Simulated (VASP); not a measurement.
Crystal: PtSe2.

```
Pt Se
1.0
     3.72400    0.00000    0.00000
    -1.86200    3.22508    0.00000
     0.00000    0.00000    5.06200
Pt Se
1 2
Direct
  0.00000 0.00000 0.00000
  0.33333 0.66667 0.25000
  0.66667 0.33333 0.75000
```

| Quantity | Value |
| --- | --- |
| Program | VASP 6.6.1 |
| Task | relaxation of cell and atoms |
| Functional | PBE |
| Dispersion | D4 |
| Potentials or basis | VASP PAW PBE potentials, release 64 (Pt, Se) |
| Cutoff | 520 eV |
| k mesh | 9 × 9 × 6 |
| Occupations | gaussian, width 0.02 eV |
| Spin | no spin polarisation |

At the start: pressure 3.6 GPa; volume 20.27 Å³/atom.

Problem. Where does the relaxation end?

Solution. Over 15 steps the energy falls by 16.9 meV/atom and the volume is 19.80 Å³/atom (-2.3 %); space group P-3m1 (No. 164, to 0.05 Å).

The path:
```
step  energy change (eV)  largest force (eV/Å)  pressure (GPa)  volume (Å³)
   1              0.0000                0.6263            3.59        60.80
   2              0.0339                0.4091           -6.00        64.87
   3             -0.0251                0.1836           -0.58        62.35
   4             -0.0251                0.1920           -0.51        62.32
   5             -0.0303                0.1617           -0.43        61.94
   6             -0.0419                0.0662           -0.11        60.81
   7             -0.0425                0.1560            0.92        58.58
   8             -0.0466                0.0198            0.34        59.76
   9             -0.0481                0.1342           -1.18        59.95
  10             -0.0489                0.0943           -0.63        59.88
  11             -0.0505                0.0115            0.06        59.32
  12             -0.0506                0.0037           -0.04        59.40
  13             -0.0506                0.0054           -0.05        59.41
  14             -0.0506                0.0008            0.04        59.39
  15             -0.0506                0.0016            0.00        59.40
```

Final structure:
```yaml
crystal:
  lattice:
    - [3.77033, 0.00000, 0.00000]
    - [-1.88516, 3.26520, 0.00000]
    - [0.00000, 0.00000, 4.82517]
  atoms:
    - { symbol: Pt, position: [0.00000, 0.00000, 0.00000] }
    - { symbol: Se, position: [0.33333, 0.66667, 0.26594] }
    - { symbol: Se, position: [0.66667, 0.33333, 0.73406] }
```

Caveat: pairwise dispersion overbinds metals, which lowers pressure and volume.
